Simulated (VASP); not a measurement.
Crystal: Ni.

```
CELL_PARAMETERS angstrom
0.00000 1.76194 1.76194
1.76194 0.00000 1.76194
1.76194 1.76194 0.00000
ATOMIC_POSITIONS crystal
Ni 0.00000 0.00000 0.00000
```

```yaml
Program: VASP 6.6.1
Task: relaxation of cell and atoms
Functional: r2SCAN
Dispersion: rVV10
Potentials_or_basis: VASP PAW PBE potentials, release 64 (Ni)
Cutoff: 600 eV
k_mesh: 18 × 18 × 18
Occupations: methfessel-paxton, width 0.1 eV
Spin: collinear spin, ferromagnetic start
Starting_moments: "[2.0] μB"
```

At the start: pressure -9.2 GPa; volume 10.94 Å³/atom.

Task: How do energy, volume and symmetry change on relaxing?

Result: Over 3 steps the energy falls by 15.0 meV/atom and the volume is 10.45 Å³/atom (-4.5 %); space group Fm-3m (No. 225, to 0.05 Å); moment 0.74 μB per cell.

The path:
| step | energy change (eV) | largest force (eV/Å) | pressure (GPa) | volume (Å³) |
| --- | --- | --- | --- | --- |
| 1 | 0.0000 | 0.0000 | -9.21 | 10.94 |
| 2 | 0.0007 | 0.0000 | 11.03 | 9.97 |
| 3 | -0.0150 | 0.0000 | -0.10 | 10.45 |

Final structure:
```
CELL_PARAMETERS angstrom
0.00000 1.73507 1.73507
1.73507 0.00000 1.73507
1.73507 1.73507 0.00000
ATOMIC_POSITIONS crystal
Ni 0.00000 0.00000 0.00000
```

Caveat: the PAW data sets were made with another functional, which shifts forces and pressure a little.
